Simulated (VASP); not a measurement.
OSZICAR of a VASP run on ZnSe (zinc blende):

OSZICAR:
```
       N       E                     dE             d eps       ncg     rms          rms(c)
DAV:   1     0.894549061882E+02    0.89455E+02   -0.90498E+03   910   0.159E+03
DAV:   2    -0.438728777413E+00   -0.89894E+02   -0.86582E+02   995   0.284E+02
DAV:   3    -0.624915966740E+01   -0.58104E+01   -0.57855E+01  1125   0.716E+01
DAV:   4    -0.630763080786E+01   -0.58471E-01   -0.58461E-01   990   0.767E+00
DAV:   5    -0.630794844670E+01   -0.31764E-03   -0.31763E-03  1070   0.539E-01    0.496E+00
DAV:   6    -0.603654830348E+01    0.27140E+00   -0.69378E-01  1319   0.294E+01    0.375E+00
DAV:   7    -0.601942800618E+01    0.17120E-01   -0.19639E-01   970   0.448E+00    0.157E+00
DAV:   8    -0.601959898277E+01   -0.17098E-03   -0.42792E-03  1136   0.674E-01    0.476E-01
DAV:   9    -0.601984152371E+01   -0.24254E-03   -0.11220E-03   995   0.300E-01    0.689E-02
DAV:  10    -0.601992680836E+01   -0.85285E-04   -0.13728E-04  1053   0.115E-01    0.180E-02
DAV:  11    -0.601994132897E+01   -0.14521E-04   -0.31421E-05  1013   0.577E-02    0.604E-03
DAV:  12    -0.601994265664E+01   -0.13277E-05   -0.37696E-06  1070   0.198E-02    0.428E-03
DAV:  13    -0.601994265703E+01   -0.38335E-09   -0.64215E-07   930   0.893E-03
   1 F= -.66543040E+01 E0= -.66543040E+01  d E =0.000000E+00
```

Which electronic solver shows in the log?

It is blocked Davidson (ALGO = Normal, or the opening steps of other solvers). The INCAR had ALGO = Normal.

Can the final energy be trusted as converged?

The run converged. It stopped with EDIFF = 1E-7, NELM = 100 (PBE GGA with D4 dispersion, plane waves, VASP's PBE PAW potentials (set 64)).

The compound is ZnSe in the zinc blende structure. It was relaxed first.
